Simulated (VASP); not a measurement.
OSZICAR of a VASP run on TiSi (relaxed from the WC structure, space group P-6m2):

**OSZICAR**
```
...
DAV:  14    -0.224612872296E+02    0.62698E-04   -0.41949E-06  2840   0.244E-02    0.305E-03
DAV:  15    -0.224613176588E+02   -0.30429E-04   -0.11443E-06  1848   0.142E-02    0.213E-03
DAV:  16    -0.224613105572E+02    0.71016E-05   -0.18701E-07  1356   0.521E-03    0.873E-04
DAV:  17    -0.224613207653E+02   -0.10208E-04   -0.39593E-08  1316   0.266E-03    0.590E-04
DAV:  18    -0.224613145773E+02    0.61880E-05   -0.97193E-09  1296   0.118E-03    0.164E-04
DAV:  19    -0.224613149331E+02   -0.35582E-06   -0.27613E-09  1292   0.661E-04
   2 F= -.22461315E+02 E0= -.22461172E+02  d E =-.359247E-01
       N       E                     dE             d eps       ncg     rms          rms(c)
DAV:   1    -0.240862232991E+02   -0.16249E+01   -0.34606E+01  2880   0.959E+01    0.103E+01
DAV:   2    -0.226933995337E+02    0.13928E+01   -0.70095E+00  3048   0.388E+01    0.282E+00
DAV:   3    -0.225754640407E+02    0.11794E+00   -0.69037E-01  3400   0.798E+00    0.124E+00
DAV:   4    -0.225740902089E+02    0.13738E-02   -0.16892E-01  3648   0.408E+00    0.592E-01
DAV:   5    -0.225850352093E+02   -0.10945E-01   -0.51693E-02  3536   0.203E+00    0.311E-01
DAV:   6    -0.225944138444E+02   -0.93786E-02   -0.50426E-03  2692   0.845E-01    0.161E-01
DAV:   7    -0.225964730379E+02   -0.20592E-02   -0.93369E-03  3636   0.699E-01    0.120E-01
DAV:   8    -0.225963092287E+02    0.16381E-03   -0.13222E-03  2848   0.500E-01    0.484E-02
DAV:   9    -0.225970202444E+02   -0.71102E-03   -0.43763E-04  2624   0.231E-01    0.185E-02
DAV:  10    -0.225973584437E+02   -0.33820E-03   -0.92220E-05  2844   0.147E-01    0.910E-03
DAV:  11    -0.225972955775E+02    0.62866E-04   -0.11751E-05  3088   0.386E-02    0.477E-03
DAV:  12    -0.225972784404E+02    0.17137E-04   -0.27315E-06  2652   0.240E-02    0.144E-03
DAV:  13    -0.225972550164E+02    0.23424E-04   -0.54857E-07  1388   0.807E-03    0.545E-04
DAV:  14    -0.225972777302E+02   -0.22714E-04   -0.98590E-08  1324   0.381E-03    0.449E-04
DAV:  15    -0.225972600815E+02    0.17649E-04   -0.60302E-08  1308   0.284E-03    0.284E-04
DAV:  16    -0.225972614457E+02   -0.13642E-05   -0.19867E-08  1300   0.136E-03    0.226E-04
DAV:  17    -0.225972614807E+02   -0.34964E-07   -0.67889E-09  1292   0.781E-04
   3 F= -.22597261E+02 E0= -.22597379E+02  d E =-.171871E+00
       N       E                     dE             d eps       ncg     rms          rms(c)
DAV:   1    -0.227295925818E+02   -0.13233E+00   -0.49043E+00  2668   0.369E+01    0.265E+00
DAV:   2    -0.226418830965E+02    0.87709E-01   -0.39770E-01  2696   0.851E+00    0.112E+00
DAV:   3    -0.226255921053E+02    0.16291E-01   -0.60360E-02  3752   0.218E+00    0.333E-01
DAV:   4    -0.226258379058E+02   -0.24580E-03   -0.71991E-03  2808   0.103E+00    0.217E-01
DAV:   5    -0.226266403657E+02   -0.80246E-03   -0.93857E-03  3208   0.119E+00    0.859E-02
DAV:   6    -0.226259926721E+02    0.64769E-03   -0.16919E-03  2680   0.531E-01    0.676E-02
DAV:   7    -0.226260353559E+02   -0.42684E-04   -0.77354E-05  3224   0.991E-02    0.761E-02
DAV:   8    -0.226261213960E+02   -0.86040E-04   -0.19597E-04  2704   0.154E-01    0.215E-02
DAV:   9    -0.226260659508E+02    0.55445E-04   -0.24600E-05  2960   0.606E-02    0.941E-03
DAV:  10    -0.226260710407E+02   -0.50899E-05   -0.87487E-07  1716   0.119E-02    0.740E-03
DAV:  11    -0.226260587227E+02    0.12318E-04   -0.10997E-06  1496   0.143E-02    0.412E-03
DAV:  12    -0.226260697445E+02   -0.11022E-04   -0.11936E-06  1400   0.145E-02    0.827E-04
DAV:  13    -0.226260691010E+02    0.64354E-06   -0.13413E-07  1344   0.581E-03
   4 F= -.22626069E+02 E0= -.22625955E+02  d E =-.288076E-01
       N       E                     dE             d eps       ncg     rms          rms(c)
DAV:   1    -0.226759717394E+02   -0.49902E-01   -0.20058E+00  2680   0.236E+01    0.172E+00
DAV:   2    -0.226391547418E+02    0.36817E-01   -0.16288E-01  2712   0.549E+00    0.715E-01
DAV:   3    -0.226320446835E+02    0.71101E-02   -0.26790E-02  3752   0.145E+00    0.198E-01
DAV:   4    -0.226325792576E+02   -0.53457E-03   -0.26552E-03  2768   0.651E-01    0.138E-01
DAV:   5    -0.226326161793E+02   -0.36922E-04   -0.42565E-03  3232   0.800E-01    0.585E-02
DAV:   6    -0.226325709909E+02    0.45188E-04   -0.78582E-04  2656   0.363E-01    0.457E-02
DAV:   7    -0.226326963996E+02   -0.12541E-03   -0.11240E-04  3080   0.132E-01    0.612E-02
DAV:   8    -0.226326821202E+02    0.14279E-04   -0.89935E-05  2824   0.988E-02    0.824E-03
DAV:   9    -0.226326648058E+02    0.17314E-04   -0.10733E-05  3160   0.370E-02    0.631E-03
DAV:  10    -0.226326557069E+02    0.90988E-05   -0.28643E-07  1408   0.595E-03    0.505E-03
DAV:  11    -0.226326673507E+02   -0.11644E-04   -0.43116E-07  1340   0.866E-03    0.187E-03
DAV:  12    -0.226326521155E+02    0.15235E-04   -0.32892E-07  1304   0.707E-03    0.431E-04
DAV:  13    -0.226326577987E+02   -0.56832E-05   -0.41158E-08  1272   0.301E-03    0.345E-04
DAV:  14    -0.226326578620E+02   -0.63276E-07   -0.62267E-09  1272   0.103E-03
   5 F= -.22632658E+02 E0= -.22632284E+02  d E =-.353964E-01
       N       E                     dE             d eps       ncg     rms          rms(c)
DAV:   1    -0.226372904247E+02   -0.46326E-02   -0.19781E-01  2676   0.743E+00    0.544E-01
DAV:   2    -0.226338411013E+02    0.34493E-02   -0.16557E-02  2732   0.177E+00    0.219E-01
DAV:   3    -0.226328509979E+02    0.99010E-03   -0.25746E-03  3752   0.443E-01    0.619E-02
DAV:   4    -0.226330871592E+02   -0.23616E-03   -0.28455E-04  2800   0.216E-01    0.445E-02
DAV:   5    -0.226329725654E+02    0.11459E-03   -0.41807E-04  3276   0.251E-01    0.193E-02
DAV:   6    -0.226330862581E+02   -0.11369E-03   -0.10302E-04  2580   0.137E-01    0.133E-02
DAV:   7    -0.226331446280E+02   -0.58370E-04   -0.11451E-05  3128   0.402E-02    0.195E-02
DAV:   8    -0.226331065923E+02    0.38036E-04   -0.12397E-05  2776   0.420E-02    0.331E-03
DAV:   9    -0.226331001053E+02    0.64870E-05   -0.83421E-07  1556   0.110E-02    0.150E-03
DAV:  10    -0.226330977272E+02    0.23781E-05   -0.13130E-07  1316   0.433E-03    0.101E-03
DAV:  11    -0.226330947210E+02    0.30062E-05   -0.10763E-07  1292   0.418E-03    0.528E-04
DAV:  12    -0.226330951262E+02   -0.40519E-06   -0.40600E-08  1280   0.254E-03
   6 F= -.22633095E+02 E0= -.22632789E+02  d E =-.358336E-01
       N       E                     dE             d eps       ncg     rms          rms(c)
DAV:   1    -0.226332422186E+02   -0.14750E-03   -0.69367E-03  2676   0.139E+00    0.102E-01
DAV:   2    -0.226331526777E+02    0.89541E-04   -0.59124E-04  2752   0.335E-01    0.411E-02
DAV:   3    -0.226330453168E+02    0.10736E-03   -0.90772E-05  3736   0.838E-02    0.118E-02
DAV:   4    -0.226330955700E+02   -0.50253E-04   -0.10295E-05  2812   0.412E-02    0.849E-03
DAV:   5    -0.226330630294E+02    0.32541E-04   -0.14374E-05  3280   0.467E-02    0.362E-03
DAV:   6    -0.226330928197E+02   -0.29790E-04   -0.36524E-06  2584   0.259E-02    0.244E-03
DAV:   7    -0.226331029899E+02   -0.10170E-04   -0.31035E-07  1332   0.698E-03    0.362E-03
DAV:   8    -0.226330948586E+02    0.81313E-05   -0.38475E-07  1292   0.806E-03    0.492E-04
DAV:   9    -0.226330938683E+02    0.99029E-06   -0.47884E-08  1264   0.269E-03
   7 F= -.22633094E+02 E0= -.22632811E+02  d E =-.358324E-01
       N       E                     dE             d eps       ncg     rms          rms(c)
DAV:   1    -0.226393683925E+02   -0.62735E-02   -0.14529E-01  2764   0.657E+00    0.684E-01
DAV:   2    -0.226337972313E+02    0.55712E-02   -0.38633E-02  2972   0.280E+00    0.200E-01
DAV:   3    -0.226331105239E+02    0.68671E-03   -0.42476E-03  3208   0.662E-01    0.935E-02
DAV:   4    -0.226329981476E+02    0.11238E-03   -0.77696E-04  3584   0.261E-01    0.387E-02
DAV:   5    -0.226331924518E+02   -0.19430E-03   -0.12934E-04  3528   0.961E-02    0.216E-02
DAV:   6    -0.226329183164E+02    0.27414E-03   -0.58284E-05  2948   0.819E-02    0.534E-03
DAV:   7    -0.226332021832E+02   -0.28387E-03   -0.46624E-05  3644   0.681E-02    0.801E-03
DAV:   8    -0.226330795050E+02    0.12268E-03   -0.34233E-06  2676   0.285E-02    0.133E-03
DAV:   9    -0.226330837015E+02   -0.41965E-05   -0.26019E-06  2560   0.193E-02    0.821E-04
DAV:  10    -0.226330618137E+02    0.21888E-04   -0.40848E-07  1288   0.844E-03    0.435E-04
DAV:  11    -0.226330695721E+02   -0.77583E-05   -0.61361E-08  1272   0.266E-03    0.405E-04
DAV:  12    -0.226330695590E+02    0.13106E-07   -0.12675E-08  1264   0.140E-03
   8 F= -.22633070E+02 E0= -.22632840E+02  d E =0.243094E-04
       N       E                     dE             d eps       ncg     rms          rms(c)
DAV:   1    -0.226349316812E+02   -0.18621E-02   -0.39417E-02  2776   0.341E+00    0.355E-01
DAV:   2    -0.226336195310E+02    0.13122E-02   -0.10375E-02  2976   0.144E+00    0.104E-01
DAV:   3    -0.226331708332E+02    0.44870E-03   -0.11136E-03  3200   0.341E-01    0.490E-02
DAV:   4    -0.226332000641E+02   -0.29231E-04   -0.21428E-04  3584   0.137E-01    0.202E-02
DAV:   5    -0.226331428868E+02    0.57177E-04   -0.35137E-05  3488   0.509E-02    0.111E-02
DAV:   6    -0.226333038309E+02   -0.16094E-03   -0.15751E-05  2952   0.426E-02    0.271E-03
DAV:   7    -0.226331671627E+02    0.13667E-03   -0.12713E-05  3640   0.353E-02    0.424E-03
DAV:   8    -0.226332215095E+02   -0.54347E-04   -0.78032E-07  1624   0.143E-02    0.626E-04
DAV:   9    -0.226332259519E+02   -0.44424E-05   -0.81849E-07  1284   0.115E-02    0.487E-04
DAV:  10    -0.226332338569E+02   -0.79051E-05   -0.13203E-07  1268   0.539E-03    0.303E-04
DAV:  11    -0.226332318160E+02    0.20410E-05   -0.22752E-08  1260   0.174E-03    0.164E-04
DAV:  12    -0.226332321977E+02   -0.38173E-06   -0.50449E-09  1260   0.892E-04
   9 F= -.22633232E+02 E0= -.22632978E+02  d E =-.138329E-03
```

Which electronic solver shows in the log?

It is blocked Davidson (ALGO = Normal, or the opening steps of other solvers). The INCAR had ALGO = Normal.

Can the final energy be trusted as converged?

The run converged. It stopped with EDIFF = 1E-6, NELM = 100, NSW = 60 and EDIFFG = -0.01 after 9 ionic steps (r2SCAN meta-GGA, plane waves, VASP's PBE PAW potentials (set 64)). Energy and stress use the plane-wave basis of the starting cell.

The structure was generated: TiSi was put into the WC type (P-6m2), which need not be its known phase. This run relaxes it. Symmetry was kept, so distortions that lower it aren't found. The start is the result of an earlier pass.
